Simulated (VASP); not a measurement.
Here is the system:

```
CELL_PARAMETERS angstrom
      0.00000     3.03907     3.03907
      3.03907     0.00000     3.03907
      3.03907     3.03907     0.00000
ATOMIC_POSITIONS crystal
  Ga 0.00000 0.00000 0.00000
  Sb 0.25000 0.25000 0.25000
```

Level of theory: optB88-vdW, VASP's PBE PAW potentials (set 64) (plane waves; VASP). Numerical set-up: 520 eV cut-off, 10×10×10 Γ-centred mesh, first-order Methfessel-Paxton smearing of 0.10 eV, potentials Ga_d Sb.

Q: Give the stress tensor in GPa (positive for a compressed cell).

A: 
```
3.23  0.00  0.00
0.00  3.23  0.00
0.00  0.00  3.23
```
The pressure is its mean diagonal, 3.23 GPa.

The compound is GaSb in the zinc blende structure. This cell is one point of a volume scan, at 0.94 of the reference volume.
